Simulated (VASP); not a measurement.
Given:

```
AlP
1.0
    0.00000     2.73000     2.73000
    2.73000     0.00000     2.73000
    2.73000     2.73000     0.00000
Al P
1 1
Cartesian
  0.00000   0.00000   0.00000
  1.36500   1.36500   1.36500
```

The numbers are results of PBE GGA, VASP's PBE PAW potentials (set 64) (plane waves; VASP), not measurements. Settings: EDIFF = 1E-3, 400 eV cut-off, 8×8×8 Γ-centred mesh, Gaussian smearing of 0.050 eV, potentials Al P.

Q: What does the run give for the energy per atom (σ→0), pressure, band gap (on the k-mesh) with the smallest direct gap where there is one?

A: 
band gap (on the k-mesh): 1.57 eV
smallest direct gap (on the k-mesh): 3.30 eV
energy per atom (σ→0): -5.185 eV/atom
pressure: 22.0 kbar

Total energies compare only between runs with the same potentials, cut-off and functional.

The compound is AlP in the zinc blende structure. The cell was not relaxed at this level. The run is one of a series of settings (EDIFF = 1E-3 against the base run), some of them coarse on purpose.
